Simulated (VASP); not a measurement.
Computed with r2SCAN meta-GGA, VASP's PBE PAW potentials (set 64) (plane waves; VASP).

VASP ran on this input.

INCAR:
```
PREC = Accurate
NELM = 100   ! most electronic steps
NSW = 60
SYSTEM = MoS2
LASPH = .True.   ! aspherical one-centre terms
METAGGA = R2SCAN
LWAVE = .False.
LMAXMIX = 4   ! l cut-off of mixed one-centre charges
LCHARG = .False.
ISIF = 4
ALGO = Normal   ! blocked Davidson
EDIFF = 1E-6
ISMEAR = 0
LREAL = .False.   ! projection in real space or not
SIGMA = 0.05   ! width (eV)
LMIXTAU = .True.
IBRION = 2
ENCUT = 400
EDIFFG = -0.02
```

**POSCAR**
```
MoS2
1
    3.1360748187    -0.0000000000     0.0000000000
   -1.5680374093     2.7159201602     0.0000000000
   -0.0000000000    -0.0000000000    19.3156909848
Mo S
1 2
Direct
  0.6666670000   0.3333330000   0.5000000000
  0.3333330000   0.6666670000   0.4192747243
  0.3333330000   0.6666670000   0.5807252757
```

File KPOINTS:
```
K-points
0
G
7 7 1
```

POTCAR, in this order: Mo_sv S (PBE.64 set). Program: vasp_std.

The resulting files:

File OSZICAR:
```
...
DAV:  67    -0.449752197517E+02    0.19159E-05   -0.17119E-06   267   0.126E-02    0.101E-03
DAV:  68    -0.449752223024E+02   -0.25507E-05   -0.84894E-07   204   0.947E-03    0.241E-04
DAV:  69    -0.449752226330E+02   -0.33059E-06   -0.23282E-07   204   0.558E-03
   1 F= -.44975223E+02 E0= -.44975223E+02  d E =-.449752E+02
       N       E                     dE             d eps       ncg     rms          rms(c)
DAV:   1    -0.450325932412E+02   -0.57371E-01   -0.23845E+00   272   0.130E+01    0.150E+00
DAV:   2    -0.450029600841E+02    0.29633E-01   -0.24473E-01   296   0.332E+00    0.858E-01
DAV:   3    -0.449888530091E+02    0.14107E-01   -0.27955E-02   280   0.136E+00    0.356E-01
DAV:   4    -0.449871604814E+02    0.16925E-02   -0.11948E-02   343   0.772E-01    0.230E-01
DAV:   5    -0.449878303147E+02   -0.66983E-03   -0.20490E-03   272   0.391E-01    0.656E-02
DAV:   6    -0.449876034053E+02    0.22691E-03   -0.10591E-03   272   0.297E-01    0.416E-02
DAV:   7    -0.449873583513E+02    0.24505E-03   -0.11808E-03   272   0.300E-01    0.236E-02
DAV:   8    -0.449880698565E+02   -0.71151E-03   -0.67454E-04   272   0.253E-01    0.110E-02
DAV:   9    -0.449881332240E+02   -0.63367E-04   -0.30009E-04   272   0.166E-01    0.688E-03
DAV:  10    -0.449882273148E+02   -0.94091E-04   -0.15340E-04   272   0.117E-01    0.675E-03
DAV:  11    -0.449882793376E+02   -0.52023E-04   -0.93907E-05   273   0.948E-02    0.488E-03
DAV:  12    -0.449883279332E+02   -0.48596E-04   -0.24573E-05   272   0.514E-02    0.174E-03
DAV:  13    -0.449883239789E+02    0.39543E-05   -0.67516E-06   272   0.304E-02    0.113E-03
DAV:  14    -0.449883229932E+02    0.98569E-06   -0.90154E-06   274   0.358E-02
   2 F= -.44988323E+02 E0= -.44988323E+02  d E =-.131004E-01
       N       E                     dE             d eps       ncg     rms          rms(c)
DAV:   1    -0.450528728311E+02   -0.64549E-01   -0.32455E+00   272   0.152E+01    0.174E+00
DAV:   2    -0.450114114181E+02    0.41461E-01   -0.32122E-01   296   0.381E+00    0.983E-01
DAV:   3    -0.449933777378E+02    0.18034E-01   -0.36587E-02   280   0.154E+00    0.414E-01
DAV:   4    -0.449914643900E+02    0.19133E-02   -0.15918E-02   343   0.891E-01    0.260E-01
DAV:   5    -0.449921891501E+02   -0.72476E-03   -0.29209E-03   274   0.464E-01    0.727E-02
DAV:   6    -0.449920423332E+02    0.14682E-03   -0.12918E-03   272   0.336E-01    0.471E-02
DAV:   7    -0.449919111995E+02    0.13113E-03   -0.14382E-03   272   0.331E-01    0.255E-02
DAV:   8    -0.449926518623E+02   -0.74066E-03   -0.87443E-04   272   0.296E-01    0.127E-02
DAV:   9    -0.449926350180E+02    0.16844E-04   -0.32536E-04   272   0.172E-01    0.794E-03
DAV:  10    -0.449927472456E+02   -0.11223E-03   -0.19303E-04   272   0.129E-01    0.705E-03
DAV:  11    -0.449928166280E+02   -0.69382E-04   -0.11380E-04   273   0.101E-01    0.494E-03
DAV:  12    -0.449928467184E+02   -0.30090E-04   -0.41755E-05   272   0.669E-02    0.196E-03
DAV:  13    -0.449928369815E+02    0.97369E-05   -0.87697E-06   272   0.336E-02    0.128E-03
DAV:  14    -0.449928265507E+02    0.10431E-04   -0.15756E-05   272   0.498E-02    0.176E-03
DAV:  15    -0.449928419781E+02   -0.15427E-04   -0.10944E-05   272   0.431E-02    0.676E-04
DAV:  16    -0.449928442709E+02   -0.22929E-05   -0.78105E-06   272   0.334E-02    0.702E-04
DAV:  17    -0.449928518171E+02   -0.75462E-05   -0.44467E-06   272   0.240E-02    0.656E-04
DAV:  18    -0.449928523219E+02   -0.50482E-06   -0.13764E-06   206   0.118E-02
   3 F= -.44992852E+02 E0= -.44992852E+02  d E =-.176297E-01
       N       E                     dE             d eps       ncg     rms          rms(c)
DAV:   1    -0.450014534445E+02   -0.86016E-02   -0.10620E+00   272   0.677E+00    0.843E-01
DAV:   2    -0.450068620665E+02   -0.54086E-02   -0.64960E-02   298   0.175E+00    0.499E-01
DAV:   3    -0.449990975373E+02    0.77645E-02   -0.94303E-03   272   0.832E-01    0.243E-01
DAV:   4    -0.449983917671E+02    0.70577E-03   -0.28807E-03   338   0.369E-01    0.898E-02
DAV:   5    -0.449987236557E+02   -0.33189E-03   -0.40307E-04   272   0.167E-01    0.389E-02
DAV:   6    -0.449986199320E+02    0.10372E-03   -0.51579E-05   281   0.593E-02    0.315E-02
DAV:   7    -0.449990672182E+02   -0.44729E-03   -0.22089E-04   272   0.123E-01    0.149E-02
DAV:   8    -0.449990882819E+02   -0.21064E-04   -0.49785E-05   272   0.761E-02    0.413E-03
DAV:   9    -0.449991052357E+02   -0.16954E-04   -0.16858E-05   272   0.437E-02    0.254E-03
DAV:  10    -0.449992176794E+02   -0.11244E-03   -0.61262E-05   272   0.728E-02    0.374E-03
DAV:  11    -0.449992303794E+02   -0.12700E-04   -0.19787E-05   272   0.521E-02    0.220E-03
DAV:  12    -0.449992529935E+02   -0.22614E-04   -0.10335E-05   272   0.348E-02    0.128E-03
DAV:  13    -0.449992500354E+02    0.29581E-05   -0.28759E-06   216   0.194E-02    0.132E-03
DAV:  14    -0.449992555021E+02   -0.54666E-05   -0.28515E-06   216   0.182E-02    0.122E-03
DAV:  15    -0.449992562749E+02   -0.77286E-06   -0.32573E-06   216   0.198E-02
   4 F= -.44999256E+02 E0= -.44999256E+02  d E =-.640395E-02
       N       E                     dE             d eps       ncg     rms          rms(c)
DAV:   1    -0.449998258590E+02   -0.57036E-03   -0.14167E-01   272   0.247E+00    0.317E-01
DAV:   2    -0.450003941652E+02   -0.56831E-03   -0.97075E-03   272   0.705E-01    0.178E-01
DAV:   3    -0.449996782899E+02    0.71588E-03   -0.24162E-03   272   0.456E-01    0.853E-02
DAV:   4    -0.449994447016E+02    0.23359E-03   -0.58263E-04   272   0.183E-01    0.350E-02
DAV:   5    -0.449996005576E+02   -0.15586E-03   -0.10650E-04   272   0.956E-02    0.131E-02
DAV:   6    -0.449995724705E+02    0.28087E-04   -0.19040E-05   272   0.389E-02    0.104E-02
DAV:   7    -0.449996400107E+02   -0.67540E-04   -0.54991E-05   272   0.631E-02    0.651E-03
DAV:   8    -0.449996703189E+02   -0.30308E-04   -0.14031E-05   272   0.398E-02    0.162E-03
DAV:   9    -0.449996732468E+02   -0.29279E-05   -0.21125E-06   206   0.155E-02    0.876E-04
DAV:  10    -0.449996918918E+02   -0.18645E-04   -0.10119E-05   272   0.311E-02    0.183E-03
DAV:  11    -0.449996922766E+02   -0.38484E-06   -0.53817E-06   272   0.256E-02
   5 F= -.44999692E+02 E0= -.44999692E+02  d E =-.683995E-02
       N       E                     dE             d eps       ncg     rms          rms(c)
DAV:   1    -0.449996998203E+02   -0.79286E-05   -0.78902E-04   272   0.185E-01    0.244E-02
DAV:   2    -0.449996697531E+02    0.30067E-04   -0.58002E-05   273   0.546E-02    0.132E-02
DAV:   3    -0.449996962050E+02   -0.26452E-04   -0.19544E-05   272   0.374E-02    0.620E-03
DAV:   4    -0.449996959850E+02    0.21998E-06   -0.56442E-06   289   0.203E-02
   6 F= -.44999696E+02 E0= -.44999696E+02  d E =-.684366E-02
       N       E                     dE             d eps       ncg     rms          rms(c)
DAV:   1    -0.450003819200E+02   -0.68571E-03   -0.29362E-02   272   0.145E+00    0.174E-01
DAV:   2    -0.449996598610E+02    0.72206E-03   -0.33235E-03   339   0.378E-01    0.983E-02
DAV:   3    -0.449997925981E+02   -0.13274E-03   -0.56940E-04   305   0.187E-01    0.392E-02
DAV:   4    -0.449997021838E+02    0.90414E-04   -0.18605E-04   282   0.103E-01    0.284E-02
DAV:   5    -0.449997631278E+02   -0.60944E-04   -0.68940E-05   273   0.731E-02    0.733E-03
DAV:   6    -0.449997810716E+02   -0.17944E-04   -0.41591E-05   272   0.555E-02    0.489E-03
DAV:   7    -0.449997833986E+02   -0.23270E-05   -0.27266E-05   272   0.439E-02    0.300E-03
DAV:   8    -0.449997974344E+02   -0.14036E-04   -0.10064E-05   272   0.288E-02    0.156E-03
DAV:   9    -0.449998051070E+02   -0.76726E-05   -0.34131E-06   223   0.180E-02    0.839E-04
DAV:  10    -0.449998096503E+02   -0.45433E-05   -0.19263E-06   248   0.121E-02    0.715E-04
DAV:  11    -0.449998132233E+02   -0.35730E-05   -0.11181E-06   220   0.971E-03    0.367E-04
DAV:  12    -0.449998141287E+02   -0.90538E-06   -0.41708E-07   231   0.590E-03
   7 F= -.44999814E+02 E0= -.44999814E+02  d E =-.118144E-03
```

File OUTCAR:
```
------------------------ aborting loop because EDIFF is reached ----------------------------------------
  FORCE on cell =-STRESS in cart. coord.  units (eV):
  Direction    XX          YY          ZZ          XY          YZ          ZX
  --------------------------------------------------------------------------------------
  Total       -0.1211051     -0.1211051     -0.0737262     -0.0000000     -0.0000000     -0.0000000
  in kB       -1.1793951     -1.1793948     -0.7179911     -0.0000000     -0.0000000     -0.0000000
  external PRESSURE =      -1.0255936 kB  Pullay stress =       0.0000000 kB
  volume of cell :      164.52
      direct lattice vectors                 reciprocal lattice vectors
     3.185125345  0.000000000 -0.000000000     0.313959387  0.181264560 -0.000000000
    -1.592562672  2.758399108 -0.000000000    -0.000000000  0.362529120 -0.000000000
    -0.000000000  0.000000000 18.725353774    -0.000000000  0.000000000  0.053403530
 POSITION                                       TOTAL-FORCE (eV/Angst)
 -----------------------------------------------------------------------------------
      1.59256      0.91947      9.36268        -0.000000     -0.000000      0.000000
     -0.00000      1.83893      7.81075         0.000000     -0.000000     -0.005898
     -0.00000      1.83893     10.91461         0.000000      0.000000      0.005898
 -----------------------------------------------------------------------------------
    total drift:                               -0.001361      0.000789      0.000000
  FREE ENERGIE OF THE ION-ELECTRON SYSTEM (eV)
  ---------------------------------------------------
  free  energy   TOTEN  =       -44.9998141287 eV

  energy  without entropy=      -44.9998141287  energy(sigma->0) =      -44.99981413

 reached required accuracy - stopping structural energy minimisation
```
(Selected blocks of OUTCAR.)

CONTCAR:
```
MoS2
   1.00000000000000
     3.1851253448682599    0.0000000000047481   -0.0000000000000000
    -1.5925626723792354    2.7583991077191072   -0.0000000000000000
    -0.0000000000000000    0.0000000000000000   18.7253537740188456
  Mo              S
     1     2
Direct
     0.6666669999999968    0.3333330000000032    0.5000000000000000
     0.3333330000000032    0.6666669999999968    0.4171215275514052
     0.3333330000000032    0.6666669999999968    0.5828784724485948
```

The cell holds a wide vacuum, so values per volume refer to the whole cell.

The cell is a sheet with vacuum, built from a generated structure.
